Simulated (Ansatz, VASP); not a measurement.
# SnTe in two plane-wave programs, part 2 of 2

Wanted: the spread between two codes on one cell, functional and k mesh. The cell is taken from a series of runs on this material, whose earlier steps may have relaxed, scaled, displaced or heated it; both programs get it as it stands.

VASP 6.6.1 and Ansatz 0.2.0.

So far: The starting structure; VASP: zone-centre phonons, LDA, pair 1; Ansatz: zone-centre phonons, LDA, pair 1; Side by side.

### Step 5. VASP: zone-centre phonons, LDA, pair 2

Level of this step: LDA; plane waves and PAW (Sn_d, Te) (VASP).

Second derivatives magnify differences that forces hide, and they need a tight electronic threshold. The cell compared in this pair holds 58.19 Å³, against 56.98 Å³ for the pair before.

INCAR

```
SYSTEM = SnTe
PREC = Accurate
ENCUT = 500
EDIFF = 1E-08
NELM = 120
ISMEAR = 0
SIGMA = 0.01
LREAL = .FALSE.
ALGO = Normal
GGA = CA
NBANDS = 16
LORBIT = 11
LWAVE = .FALSE.
LCHARG = .FALSE.
ISIF = 2
IBRION = 8
LASPH = .TRUE.
GGA_COMPAT = .FALSE.
EFERMI = MIDGAP
KPAR = 2
```

POSCAR

```
SnTe
1.0
    0.0000000000      3.0757070189      3.0757070189
    3.0757070189      0.0000000000      3.0757070189
    3.0757070189      3.0757070189      0.0000000000
Sn Te
1 1
Direct
    0.0000000000      0.0000000000      0.0000000000
    0.5000000000      0.5000000000      0.5000000000
```

KPOINTS

```
Automatic mesh
0
Gamma
12 12 12
0 0 0
```

The projector-augmented-wave data sets are Sn_d and Te (LDA family, release 64).

On the command line:

```
$ mpirun -np 2 vasp_std
```

Numbers of over 12 decimals in the logs are rounded to 6 here.

Log:

```text
[... set-up lines as in an earlier step ...]
 entering main loop
       N       E                     dE             d eps       ncg     rms          rms(c)
DAV:   1     0.120717274285E+03    0.12072E+03   -0.95113E+03  2352   0.141E+03
DAV:   2     0.107476935195E+01   -0.11964E+03   -0.11669E+03  2568   0.352E+02
DAV:   3    -0.859333164894E+01   -0.96681E+01   -0.96161E+01  2920   0.868E+01
DAV:   4    -0.885322180217E+01   -0.25989E+00   -0.25985E+00  2800   0.155E+01
[...]
DAV:  13    -0.881452769960E+01   -0.40018E-08   -0.28745E-07  3072   0.446E-03    0.568E-03
DAV:  14    -0.881452768869E+01    0.10908E-07   -0.45655E-08  2552   0.107E-03    0.472E-04
DAV:  15    -0.881452768937E+01   -0.67712E-09   -0.32086E-09  1680   0.365E-04
   1 F= -.88145277E+01 E0= -.88145277E+01  d E =-.358102-111
 Linear response reoptimize wavefunctions to high precision
DAV:   1    -0.881452768888E+01    0.48885E-09   -0.20292E-09  2040   0.535E-04
DAV:   2    -0.881452768890E+01   -0.22283E-10   -0.23416E-10  1560   0.109E-04
 Linear response DOF=           2
 Linear response progress:
[...]
RMM:  13    -0.222413807745E+00    0.17533E-06    0.10662E-07 10711   0.570E-05    0.161E-05
RMM:  14    -0.222413765962E+00    0.41783E-07    0.47441E-08 10991   0.328E-05    0.372E-05
RMM:  15    -0.222413762801E+00    0.31612E-08    0.23546E-08 10245   0.221E-05    0.162E-05
 first order change of Fermi-energy   0.22312E-03
 force on displaced ion       1 direction 1 :  -0.715   0.000   0.000
 Linear response progress:
  Degree of freedom:   2/  2
       N       E                     dE             d eps       ncg     rms          rms(c)
RMM:   1    -0.477129423630E-01   -0.47713E-01    0.62760E-02 11136   0.916E-01
RMM:   2    -0.480323677842E-01   -0.31943E-03   -0.20973E-03  9771   0.232E-01    0.727E-02
RMM:   3    -0.481795173731E-01   -0.14715E-03   -0.17399E-04  9909   0.680E-02    0.516E-02
RMM:   4    -0.484032939495E-01   -0.22378E-03   -0.26899E-05  9784   0.336E-02    0.612E-03
[...]
RMM:  10    -0.484105577221E-01   -0.10423E-07    0.43667E-07 10637   0.194E-05    0.325E-06
RMM:  11    -0.484105395750E-01    0.18147E-07    0.28449E-08 10052   0.809E-06    0.867E-07
RMM:  12    -0.484105423308E-01   -0.27558E-08   -0.78601E-09  8043   0.544E-06    0.240E-07
 first order change of Fermi-energy  -0.26863E-03
 force on displaced ion       2 direction 1 :  -0.727   0.000   0.000
 Linear response finished
```

From OUTCAR (step 5):

```text
  Total        0.8519571      0.8519571      0.8519571      0.0000000      0.0000000     -0.0000000
  in kB       23.4565107     23.4565107     23.4565107      0.0000000      0.0000000     -0.0000000
  external PRESSURE =      23.4565107 kB  Pullay stress =       0.0000000 kB

 POSITION                                       TOTAL-FORCE (eV/Angst)
 -----------------------------------------------------------------------------------
      0.00000      0.00000      0.00000         0.000000      0.000000     -0.000000
      3.07571      3.07571      3.07571         0.000000      0.000000      0.000000
 -----------------------------------------------------------------------------------
    total drift:                                0.000000     -0.000000     -0.000000

[... 1 part as in an earlier step ...]

[... 1 further part left out ...]
```

### Step 6. Ansatz: zone-centre phonons, LDA, pair 2

The same cell, functional (in two slightly different forms) and mesh now go to Ansatz, which takes its cutoff from its data sets.

The cell is taken from a series of runs on this material, whose earlier steps may have relaxed, scaled, displaced or heated it; both programs get it as it stands.

input.yaml

```yaml
crystal:
  lattice:
    - [0.0, 3.0757070189, 3.0757070189]
    - [3.0757070189, 0.0, 3.0757070189]
    - [3.0757070189, 3.0757070189, 0.0]
  atoms:
    - { symbol: Sn, position: [0.0, 0.0, 0.0] }
    - { symbol: Te, position: [0.5, 0.5, 0.5] }
kpoints:
  mp_grid: { grid: [12, 12, 12] }
hamiltonian:
  xc: lda
  pseudopotentials: { kind: paw, azcp: { folder: soft_1 }, xc_functional: pbe }
scf:
  occupations: { method: fixed }
output:
  eigenvalues: true
phonons:
  method: dfpt
```

On the command line:

```
$ ansatz run input.yaml --threads 4 --pin off --max-ram 10240MiB --backend cpu --events-out ev --progress --plain --runs-dir out
```

Log:

```text
[...]
Crystal: 2 atoms, lattice volume = 58.192 Å³
Basis set: ecut = 420 eV, 1139 PW (Γ), exchange–correlation on 60×60×60 points (8 copies of the dense FFT grid, shifted against one another)
Bands: 19, of which v1, the nominal top of the filled ones, is band 15 counted from 1 (14 counted from 0)
Symmetry: 48 space group operations
k-points: 163 of 1728 (irreducible under 8 space group operations, time reversal used)
[...]
k-point 1: bands = [... 11 lower, 5.5074, 8.1981, 8.1981, 8.5265, 13.5759, 13.5759, 13.5984, 15.1321]
  k-point 2: bands = [... 11 lower, 4.5977, 8.2337, 8.2337, 9.1072, 12.8190, 12.8190, 12.8912, 15.1638]
  k-point 162: bands = [... 11 lower, 2.7998, 5.2340, 5.2340, 9.6943, 11.3106, 15.1374, 15.1374, 16.8577]
[...]
ASR residual: 1.889e-4 → 0.000e0 eV/Å²; symmetrization residual: 8.074e-6 eV/Å²
  ASR residual per site (eV/Å²): 1.68e-4 1.89e-4
  Γ frequencies (cm⁻¹): 0.00 0.00 0.00 53.81 53.81 53.81
[...]
[key lines of the parts left out:]
SCF converged after 8 iterations
Free energy (F): -12707.393946 eV
Fermi energy:    10.406361 eV
```

### Step 7. Differences

What differs besides the data sets and the points named for the pairs above, as far as they apply: the data sets hold 30 valence electrons in Ansatz (on its PAW soft_1 files) and 20 in VASP. Total energies have different zeros and are not compared.

The two programs side by side:

```csv
quantity,Ansatz,VASP,difference
optical mode 1 to 3 (cm⁻¹),53.8,56.5,-4.70 %
```

Modes are paired by rising frequency, not by their patterns, so a pair may set unlike modes beside each other; they are those without the splitting of longitudinal modes.

### Step 8. Summary of results

| Property | Result |
| --- | --- |
| r.m.s. difference of the optical zone-centre modes, each program's sorted by frequency (zone-centre phonons, LDA, pair 1) | 2.1 cm⁻¹ |
| difference in optical mode 1 to 3 (zone-centre phonons, LDA, pair 1) | -3.3 % |
| r.m.s. difference of the optical zone-centre modes, each program's sorted by frequency (zone-centre phonons, LDA, pair 2) | 2.7 cm⁻¹ |
| difference in optical mode 1 to 3 (zone-centre phonons, LDA, pair 2) | -4.7 % |

In words: The r.m.s. difference of the optical zone-centre modes, each program's sorted by frequency is 2.1 cm⁻¹ (zone-centre phonons, LDA, pair 1). The data sets hold unlike numbers of valence electrons (30 in Ansatz and 20 in VASP), so part of the differences comes from the potentials. Among the rows given in per cent, the largest difference of the zone-centre phonons, LDA, pair 1 pair is in optical mode 1 to 3, -3.3 %. Among the rows given in per cent, the largest difference of the zone-centre phonons, LDA, pair 2 pair is in optical mode 1 to 3, -4.7 %. Such differences can come from data sets, numerical settings and the points named under the comparisons, not from the functional's error against experiment.

[Lines on the potential files, build, host, timing and source positions are cut from VASP's logs without a mark.]

[Logs are printed without paths, hosts, clocks, repeated set-up lines and the standing remarks that a program may print on its own settings, such as how far it seeks lower states.]

[Hosts, paths, dates, database ids (printed as entryN), source tags and the programs' standing remarks are cut or masked in the printed files.]
